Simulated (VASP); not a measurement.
# Au (Gold): the relaxed cell at several levels, part 3 of 3

Aim: relax Au (Gold) at several levels and hold each cell against experiment. LASPH is on for some levels and off for others; the table marks which. The start is a cell from a database of measured crystal structures.

VASP 6.6.1, plane waves and PAW; the level of theory is named at each step.

Still holding for the runs below: This run has no spin polarisation. Its electron count is odd, so without a moment it is a metal by construction. The k-mesh is coarse for a metal.

So far, final volume (Å³): step 2 (relaxation, level LDA) 16.8; step 4 (relaxation, level PBE) 18.0; step 5 (relaxation, level r2SCAN) 17.7; step 6 (relaxation, level PBE + D3(BJ), PBE with D3(BJ)) 17.3; step 7 (relaxation, level r2SCAN + rVV10, r2SCAN with rVV10) 17.5.

The database entry behind the starting cell differs from later determinations by our own check (0.1 to 0.3 % short, probably kX units), so it need not match the best structure at ambient conditions.

## Step 8: Relaxation with AM05 (continued)

Level of this step: AM05; plane waves and PAW (Au) (VASP).

From OUTCAR (step 8):

```text
  Total       -0.0001603     -0.0001603     -0.0001603      0.0000000      0.0000000     -0.0000000
  in kB       -0.0150905     -0.0150905     -0.0150905      0.0000000      0.0000000     -0.0000000
  external PRESSURE =      -0.0150905 kB  Pullay stress =       0.0000000 kB

 POSITION                                       TOTAL-FORCE (eV/Angst)
 -----------------------------------------------------------------------------------
      0.00000      0.00000      0.00000        -0.000000     -0.000000      0.000000
 -----------------------------------------------------------------------------------
    total drift:                               -0.000000     -0.000000     -0.000000

  FREE ENERGIE OF THE ION-ELECTRON SYSTEM (eV)
  ---------------------------------------------------
  free  energy   TOTEN  =        -3.5593922652 eV

  energy  without entropy=       -3.5545109342  energy(sigma->0) =       -3.55695160

[... 2 parts as in an earlier step ...]

[... 2 further parts left out ...]
[key lines of the parts left out:]
E-fermi :   9.2570
```

It ends at 17.01 Å³/atom, +0.9 % from the start, with 0.00 GPa left. The conventional cell has a = 4.083 Å.

## Step 9: Relaxation with SCAN

This step: SCAN; plane waves and PAW (Au) (VASP 6.6.1).

SCAN adds the kinetic-energy density; it is numerically more delicate than r2SCAN.

Contents of INCAR:

```
SYSTEM = Au
PREC = Accurate
ENCUT = 520
EDIFF = 1E-06
NELM = 100
ISMEAR = -1
SIGMA = 0.05
LREAL = .FALSE.
ALGO = Normal
METAGGA = SCAN
LASPH = .TRUE.
NBANDS = 11
LORBIT = 11
LWAVE = .FALSE.
LCHARG = .FALSE.
KPAR = 2
IBRION = 2
NSW = 60
ISIF = 3
EDIFFG = -0.01
```

Contents of POSCAR:

```
Au
1.0
    0.0000000000      2.0350000000      2.0350000000
    2.0350000000      0.0000000000      2.0350000000
    2.0350000000      2.0350000000      0.0000000000
Au
1
Direct
    0.0000000000      0.0000000000      0.0000000000
```

Contents of KPOINTS:

```
Automatic mesh
0
Gamma
8 8 8
0 0 0
```

Potentials, in the order of the species: Au (PBE family, release 64).

Started as:

```
> mpirun -np 2 vasp_std
```

Log:

```text
[... set-up lines as in an earlier step ...]
 entering main loop
       N       E                     dE             d eps       ncg     rms          rms(c)
DAV:   1    -0.185969773491E+02   -0.18597E+02   -0.58426E+03   678   0.912E+02
DAV:   2    -0.735116903261E+02   -0.54915E+02   -0.51791E+02   713   0.201E+02
DAV:   3    -0.742858972061E+02   -0.77421E+00   -0.77250E+00   728   0.238E+01
DAV:   4    -0.742878031195E+02   -0.19059E-02   -0.19058E-02   698   0.136E+00
[...]
DAV:  11    -0.691537047863E+02   -0.56965E-06   -0.10456E-04   701   0.884E-02    0.121E-02
DAV:  12    -0.691537173937E+02   -0.12607E-04   -0.66852E-06   689   0.241E-02    0.269E-03
DAV:  13    -0.691537178794E+02   -0.48569E-06   -0.32257E-07   349   0.560E-03
   1 F= -.69153718E+02 E0= -.69151330E+02  d E =-.691537E+02
[...]
2 F= -.69149104E+02 E0= -.69146764E+02  d E =0.461378E-02
[...]
3 F= -.69157235E+02 E0= -.69154869E+02  d E =-.351671E-02
[...]
4 F= -.69157230E+02 E0= -.69154863E+02  d E =-.351208E-02
[...]
reached required accuracy - stopping structural energy minimisation
```

Wall time 32 s (2 MPI ranks of Intel Xeon Platinum 8488C (Sapphire Rapids), shared host); peak memory 0.26 GiB; 59 s of CPU time.

OUTCAR, selected parts (step 9):

```text
  Total        0.0003020      0.0003020      0.0003020      0.0000000      0.0000000     -0.0000000
  in kB        0.0281782      0.0281782      0.0281782      0.0000000      0.0000000     -0.0000000
  external PRESSURE =       0.0281782 kB  Pullay stress =       0.0000000 kB

 POSITION                                       TOTAL-FORCE (eV/Angst)
 -----------------------------------------------------------------------------------
      0.00000      0.00000      0.00000         0.000000      0.000000      0.000000
 -----------------------------------------------------------------------------------
    total drift:                               -0.000000      0.000000     -0.000000

  FREE ENERGIE OF THE ION-ELECTRON SYSTEM (eV)
  ---------------------------------------------------
  free  energy   TOTEN  =       -69.1572299568 eV

  energy  without entropy=      -69.1524955444  energy(sigma->0) =      -69.15486275

[... 2 parts as in an earlier step ...]

[... 2 further parts left out ...]
[key lines of the parts left out:]
E-fermi :   8.9816
```

It ends at 17.17 Å³/atom, +1.9 % from the start, with 0.00 GPa left. The conventional cell has a = 4.096 Å.

## Step 10: The cells as a table

This step: relaxed cells at several levels; plane waves and PAW (VASP 6.6.1).

Derived from the runs above.

Lengths are those of the conventional cell; cost is the wall time of each run, as given at its step, times its ranks, without the set-up around it; LASPH differs between rows, which moves results and costs too. Results by level, by row:

| level | volume (Å³/atom) | change from the start (%) | a (Å) | cost (core minutes) | LASPH |
| --- | --- | --- | --- | --- | --- |
| LDA | 16.75 | -0.6 | 4.062 | 0.18 | off |
| PBEsol | 17.08 | 1.4 | 4.088 | 0.22 | off |
| PBE | 18.04 | 7 | 4.163 | 0.247 | off |
| r2SCAN | 17.66 | 4.8 | 4.134 | 0.9 | on |
| PBE + D3(BJ) | 17.33 | 2.8 | 4.108 | 0.233 | off |
| r2SCAN + rVV10 | 17.46 | 3.6 | 4.118 | 1.9 | on |
| AM05 | 17.01 | 0.9 | 4.083 | 0.253 | off |
| SCAN | 17.17 | 1.9 | 4.096 | 1.07 | on |

## Step 11: Summary of results

| Quantity | Value |
| --- | --- |
| volume, LDA | 16.75 Å³/atom |
| volume, PBEsol | 17.08 Å³/atom |
| volume, PBE | 18.04 Å³/atom |
| volume, r2SCAN | 17.66 Å³/atom |
| volume, PBE + D3(BJ) | 17.33 Å³/atom |
| volume, r2SCAN + rVV10 | 17.46 Å³/atom |
| volume, AM05 | 17.01 Å³/atom |
| volume, SCAN | 17.17 Å³/atom |

For Au (Gold) the levels give volumes between 16.75 Å³/atom (LDA) and 18.04 Å³/atom (PBE), a spread of 7.7 %, while the cost of the finished runs spans a factor of 11. Within 1 % of experiment on every length: LDA, PBEsol, PBE + D3(BJ), r2SCAN + rVV10, AM05 and SCAN. The nearest, AM05, is among the cheap ones. Thermal and zero-point expansion, often some tenths of a per cent in length, bear on this order: with the measured lengths lowered by an assumed 0.4 % the nearest becomes LDA. The costs hold the number of ionic steps as well as the price of the functional. The closing table has room for seven levels; SCAN stands in the table of levels alone. Adding D3(BJ) to PBE changes the volume by -3.9 % (a by -1.3 %). Adding rVV10 to r2SCAN changes the volume by -1.1 % (a by -0.4 %). Pairwise corrections of the D and TS kind ignore the screening in a metal, so they may overbind here. Within 0.02 Å all end in space group Fm-3m; the runs can't lower the symmetry of the start. The k-sampling is coarse for a metal, so the Fermi level, pressures and the shape of the cell carry errors. Spin-orbit coupling is left out. LASPH is on for some levels and off for others, so differences between them are not the functional's alone. Each is a single relaxation on the plane waves of the start cell, so larger changes of volume carry a basis-set error that was not tested here.

Computed beside measured:

| quantity | measured | LDA | PBEsol | PBE | r2SCAN | PBE + D3(BJ) | r2SCAN + rVV10 | AM05 |
| --- | --- | --- | --- | --- | --- | --- | --- | --- |
| lattice constant a (Å) | 4.078 | 4.062 (-0.4 %) | 4.088 (+0.3 %) | 4.163 (+2.1 %) | 4.134 (+1.4 %) | 4.108 (+0.7 %) | 4.118 (+1.0 %) | 4.083 (+0.1 %) |

Measured values from arxiv:1805.06931 (2018).

**Verdict.** For the lattice constant a, of the levels listed nearest comes AM05 (+0.1 %, good agreement) and farthest PBE (+2.1 %, a clear miss). The grades are ours: good and fair within 0.7 and 1.5 % for the lattice constant a. For lattice constants the calculation has a static lattice, without zero-point motion or thermal expansion (measured at up to 298 K).

[Lines on the potential files, build, host, timing and source positions are cut from VASP's logs without a mark.]

[Logs are printed without paths, hosts, clocks, repeated set-up lines and the standing remarks that a program may print on its own settings, such as how far it seeks lower states.]

[Hosts, paths, dates, database ids (printed as entryN), source tags and the programs' standing remarks are cut or masked in the printed files.]

[A measured line is paired with the nearest computed mode of its activity, which favours agreement.]
